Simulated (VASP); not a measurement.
These are revTPSS meta-GGA, VASP's PBE PAW potentials (set 64) (plane waves; VASP) values and carry that method's errors.

A VASP calculation is set up with these files.

KPOINTS:
```
Automatic mesh
0
Gamma
4 4 4
0 0 0
```

### INCAR
```
ALGO=Normal
EDIFF=1E-6
EDIFFG=-0.02
ENCUT=520
IBRION=2
ISIF=3
ISMEAR=0
LASPH=.True.
LCHARG=.False.
LMAXMIX=4
LMIXTAU=.True.
LREAL=.False.
LWAVE=.False.
METAGGA=RTPSS
NELM=100
NSW=60
PREC=Accurate
SIGMA=0.05
SYSTEM=CsPbBr3
```

POSCAR:
```
CsPbBr3
1
    5.9754970311     0.0000000000     0.0000000000
   -0.0000000000     5.9754970311     0.0000000000
   -0.0000000000     0.0000000000     5.9754970311
Cs Pb Br
1 1 3
Direct
  0.0000000000   0.0000000000   0.0000000000
  0.5000000000   0.5000000000   0.5000000000
  0.5000000000   0.0000000000   0.5000000000
  0.0000000000   0.5000000000   0.5000000000
  0.5000000000   0.5000000000   0.0000000000
```

POTCAR, in this order: Cs_sv Pb_d Br (PBE.64 set). Program: vasp_std.

The resulting files:

**OSZICAR**
```
       N       E                     dE             d eps       ncg     rms          rms(c)
DAV:   1     0.477157915003E+03    0.47716E+03   -0.18699E+04   520   0.150E+03
DAV:   2     0.110062969668E+03   -0.36709E+03   -0.35888E+03   690   0.344E+02
DAV:   3     0.683631003871E+02   -0.41700E+02   -0.41581E+02   588   0.127E+02
DAV:   4     0.668087997387E+02   -0.15543E+01   -0.15499E+01   660   0.322E+01
DAV:   5     0.667590861861E+02   -0.49714E-01   -0.49678E-01   660   0.454E+00    0.373E+00
DAV:   6     0.703196888107E+02    0.35606E+01   -0.65564E+00   528   0.315E+01    0.260E+00
DAV:   7     0.740143802996E+02    0.36947E+01   -0.22105E+00   620   0.187E+01    0.137E+00
DAV:   8     0.734899227478E+02   -0.52446E+00   -0.49009E-01   596   0.683E+00    0.686E-01
DAV:   9     0.732924814835E+02   -0.19744E+00   -0.71653E-02   558   0.264E+00    0.514E-01
DAV:  10     0.732454982631E+02   -0.46983E-01   -0.14786E-01   540   0.280E+00    0.152E-01
DAV:  11     0.731556147591E+02   -0.89884E-01   -0.29934E-02   550   0.161E+00    0.748E-02
DAV:  12     0.731546354418E+02   -0.97932E-03   -0.21399E-03   644   0.385E-01    0.479E-02
DAV:  13     0.731547708783E+02    0.13544E-03   -0.15180E-03   572   0.347E-01    0.204E-02
DAV:  14     0.731536855796E+02   -0.10853E-02   -0.49192E-04   538   0.241E-01    0.130E-02
DAV:  15     0.731535664167E+02   -0.11916E-03   -0.10751E-04   574   0.953E-02    0.550E-03
DAV:  16     0.731535229502E+02   -0.43467E-04   -0.13662E-05   650   0.401E-02    0.376E-03
DAV:  17     0.731535159180E+02   -0.70321E-05   -0.16886E-05   544   0.268E-02    0.172E-03
DAV:  18     0.731535114457E+02   -0.44724E-05   -0.27689E-06   504   0.133E-02    0.697E-04
DAV:  19     0.731535107854E+02   -0.66020E-06   -0.27259E-07   318   0.508E-03
   1 F= 0.73153511E+02 E0= 0.73153511E+02  d E =0.731535E+02
```

### OUTCAR
```
------------------------ aborting loop because EDIFF is reached ----------------------------------------
  FORCE on cell =-STRESS in cart. coord.  units (eV):
  Direction    XX          YY          ZZ          XY          YZ          ZX
  --------------------------------------------------------------------------------------
  Total       -0.0022944     -0.0022944     -0.0022944      0.0000000      0.0000000      0.0000000
  in kB       -0.0172286     -0.0172286     -0.0172286      0.0000000      0.0000000      0.0000000
  external PRESSURE =      -0.0172286 kB  Pullay stress =       0.0000000 kB
  volume of cell :      213.36
      direct lattice vectors                 reciprocal lattice vectors
     5.975497031  0.000000000  0.000000000     0.167350096  0.000000000  0.000000000
     0.000000000  5.975497031  0.000000000     0.000000000  0.167350096  0.000000000
     0.000000000  0.000000000  5.975497031     0.000000000  0.000000000  0.167350096
 POSITION                                       TOTAL-FORCE (eV/Angst)
 -----------------------------------------------------------------------------------
      0.00000      0.00000      0.00000         0.000000      0.000000      0.000000
      2.98775      2.98775      2.98775         0.000000      0.000000      0.000000
      2.98775      0.00000      2.98775         0.000000      0.000000      0.000000
      0.00000      2.98775      2.98775         0.000000      0.000000      0.000000
      2.98775      2.98775      0.00000         0.000000      0.000000      0.000000
 -----------------------------------------------------------------------------------
    total drift:                               -0.000000      0.000000     -0.000000
  FREE ENERGIE OF THE ION-ELECTRON SYSTEM (eV)
  ---------------------------------------------------
  free  energy   TOTEN  =        73.1535107854 eV

  energy  without entropy=       73.1535107854  energy(sigma->0) =       73.15351079

 reached required accuracy - stopping structural energy minimisation
```
(Selected blocks of OUTCAR.)

The compound is CsPbBr3 in the cubic perovskite structure, the ideal cubic form; the compound distorts at low or room temperature. It was relaxed first, which changed the volume by +5 %. The start is the result of an earlier pass.
